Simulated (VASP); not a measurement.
These are PBEsol GGA, VASP's PBE PAW potentials (set 64) (plane waves; VASP) values and carry that method's errors.

VASP ran on this input.

### INCAR
```
NSW=30
NELM=100
SIGMA=0.05
LREAL=.False.   ! projection in real space or not
ALGO=Normal
ISIF=4
EDIFF=1E-7   ! SCF stop (eV)
LASPH=.True.   ! aspherical one-centre terms
PREC=Accurate
LCHARG=.False.
LWAVE=.False.
ENCUT=520
IBRION=2   ! conjugate gradients
EDIFFG=-0.01   ! ionic stop
SYSTEM=BN
GGA=PS
ISMEAR=0   ! Gaussian
```

**POSCAR**
```
BN
1
    1.2772592781    -2.2122783613     0.0000000000
    1.2772592781     2.2122783613     0.0000000000
    0.0000000000     0.0000000000     6.9562395877
B N
2 2
Direct
  0.3333330000   0.6666670000   0.2500000000
  0.6666670000   0.3333330000   0.7500000000
  0.6666670000   0.3333330000   0.2500000000
  0.3333330000   0.6666670000   0.7500000000
```

KPOINTS:
```
K-points
0
G
10 10 4
0 0 0
```

POTCAR, in this order: B N (PBE.64 set). Program: vasp_std.

The run wrote:

**OUTCAR**
```
 ion  position               nearest neighbor table
   1  0.333  0.667  0.250-   3 1.47   3 1.47   3 1.47
   2  0.667  0.333  0.750-   4 1.47   4 1.47   4 1.47
   3  0.667  0.333  0.250-   1 1.47   1 1.47   1 1.47
   4  0.333  0.667  0.750-   2 1.47   2 1.47   2 1.47
  LATTYP: Found a hexagonal cell.
 ALAT       =     2.5545189002
 C/A-ratio  =     2.7231114192
 Subroutine PRICEL returns:
 Original cell was already a primitive cell.
 Subroutine GETGRP returns: Found 24 space group operations
The static configuration has the point symmetry D_3d.
 The point group associated with its full space group is D_6h.
The dynamic configuration has the point symmetry D_3d.
 Subroutine INISYM returns: Found 24 space group operations
 Subroutine IBZKPT returns following result:
 Found     42 irreducible k-points:

 Following reciprocal coordinates:
            Coordinates               Weight
  0.000000  0.000000  0.000000      1.000000
  0.100000  0.000000  0.000000      6.000000
  0.200000  0.000000  0.000000      6.000000
  0.300000  0.000000  0.000000      6.000000
  0.400000  0.000000  0.000000      6.000000
...
```

File OSZICAR:
```
       N       E                     dE             d eps       ncg     rms          rms(c)
DAV:   1     0.649994607301E+02    0.64999E+02   -0.81009E+03  1008   0.121E+03
DAV:   2    -0.348915242772E+02   -0.99891E+02   -0.90732E+02  1576   0.256E+02
DAV:   3    -0.395377269604E+02   -0.46462E+01   -0.46187E+01  1264   0.590E+01
DAV:   4    -0.395878757549E+02   -0.50149E-01   -0.50108E-01  1252   0.668E+00
DAV:   5    -0.395887005800E+02   -0.82483E-03   -0.82473E-03  1244   0.849E-01    0.105E+01
DAV:   6    -0.368061946494E+02    0.27825E+01   -0.74075E+00  1176   0.218E+01    0.478E+00
DAV:   7    -0.365667713148E+02    0.23942E+00   -0.37086E-01  1236   0.538E+00    0.297E+00
DAV:   8    -0.364857721861E+02    0.80999E-01   -0.26254E-01  1236   0.385E+00    0.403E-01
DAV:   9    -0.364827667232E+02    0.30055E-02   -0.10770E-02  1224   0.917E-01    0.157E-01
DAV:  10    -0.364835143883E+02   -0.74767E-03   -0.11918E-03  1200   0.282E-01    0.378E-02
DAV:  11    -0.364836177498E+02   -0.10336E-03   -0.16817E-04  1264   0.111E-01    0.212E-02
DAV:  12    -0.364836171576E+02    0.59222E-06   -0.40194E-05  1152   0.544E-02    0.304E-03
DAV:  13    -0.364836175047E+02   -0.34709E-06   -0.14188E-06  1296   0.109E-02    0.132E-03
DAV:  14    -0.364836175872E+02   -0.82479E-07   -0.13333E-07  1048   0.300E-03
   1 F= -.36483618E+02 E0= -.36483618E+02  d E =-.364836E+02
       N       E                     dE             d eps       ncg     rms          rms(c)
DAV:   1    -0.368186236245E+02   -0.33501E+00   -0.11007E+01  1008   0.295E+01    0.208E+00
DAV:   2    -0.366472730734E+02    0.17135E+00   -0.17725E-01  1228   0.377E+00    0.117E+00
DAV:   3    -0.365706430615E+02    0.76630E-01   -0.16763E-01  1220   0.307E+00    0.304E-01
DAV:   4    -0.365701913860E+02    0.45168E-03   -0.12346E-02  1224   0.102E+00    0.131E-01
DAV:   5    -0.365696762190E+02    0.51517E-03   -0.47754E-03  1236   0.569E-01    0.968E-02
DAV:   6    -0.365696844015E+02   -0.81825E-05   -0.90106E-04  1204   0.268E-01    0.143E-02
DAV:   7    -0.365696883513E+02   -0.39497E-05   -0.29619E-05  1220   0.527E-02    0.104E-02
DAV:   8    -0.365696901961E+02   -0.18448E-05   -0.41097E-06  1228   0.149E-02    0.486E-03
DAV:   9    -0.365696899096E+02    0.28648E-06   -0.18537E-06  1200   0.107E-02    0.407E-04
DAV:  10    -0.365696899141E+02   -0.44693E-08   -0.75333E-08   800   0.245E-03
   2 F= -.36569690E+02 E0= -.36569690E+02  d E =-.860723E-01
       N       E                     dE             d eps       ncg     rms          rms(c)
DAV:   1    -0.365709750114E+02   -0.12851E-02   -0.44296E-02  1016   0.189E+00    0.133E-01
DAV:   2    -0.365702980119E+02    0.67700E-03   -0.74240E-04  1224   0.238E-01    0.745E-02
DAV:   3    -0.365699997940E+02    0.29822E-03   -0.59910E-04  1240   0.184E-01    0.179E-02
DAV:   4    -0.365699967146E+02    0.30794E-05   -0.30418E-05  1216   0.519E-02    0.577E-03
DAV:   5    -0.365699967441E+02   -0.29539E-07   -0.11837E-05  1232   0.286E-02    0.607E-03
DAV:   6    -0.365699963418E+02    0.40232E-06   -0.27319E-06  1220   0.147E-02    0.599E-04
DAV:   7    -0.365699964004E+02   -0.58619E-07   -0.15411E-07  1048   0.364E-03
   3 F= -.36569996E+02 E0= -.36569996E+02  d E =-.863788E-01
```

### OUTCAR
```
------------------------ aborting loop because EDIFF is reached ----------------------------------------
  FORCE on cell =-STRESS in cart. coord.  units (eV):
  Direction    XX          YY          ZZ          XY          YZ          ZX
  --------------------------------------------------------------------------------------
  Total       -0.1035771     -0.1035771     -0.1093270     -0.0000000      0.0000000     -0.0000000
  in kB       -4.2213446     -4.2213459     -4.4556884     -0.0000000      0.0000000     -0.0000000
  external PRESSURE =      -4.2994596 kB  Pullay stress =       0.0000000 kB
  volume of cell :       39.31
      direct lattice vectors                 reciprocal lattice vectors
     1.253218576 -2.170638591  0.000000000     0.398972701 -0.230346960  0.000000000
     1.253218576  2.170638591  0.000000000     0.398972701  0.230346960 -0.000000000
     0.000000000  0.000000000  7.225685012    -0.000000000  0.000000000  0.138395183
  FREE ENERGIE OF THE ION-ELECTRON SYSTEM (eV)
  ---------------------------------------------------
  free  energy   TOTEN  =       -36.5699964004 eV

  energy  without entropy=      -36.5699964004  energy(sigma->0) =      -36.56999640

 reached required accuracy - stopping structural energy minimisation
```
(Selected blocks of OUTCAR.)

### CONTCAR
```
BN
   1.00000000000000
     1.2532185763417418   -2.1706385910085153    0.0000000000000000
     1.2532185763417418    2.1706385910085153    0.0000000000000000
     0.0000000000000000    0.0000000000000000    7.2256850115683520
  B               N
     2     2
Direct
     0.3333330000000032    0.6666669999999968    0.2500000000000000
     0.6666669999999968    0.3333330000000032    0.7500000000000000
     0.6666669999999968    0.3333330000000032    0.2500000000000000
     0.3333330000000032    0.6666669999999968    0.7500000000000000
```

Without a dispersion term in the relaxation, distances and binding between the weakly bound layers, chains or molecules are unreliable, and so is what depends on them.

The compound is BN in the hex structure. This cell is one point of a volume scan, at 1.06 of the reference volume. Symmetry was kept, so distortions that lower it aren't found.
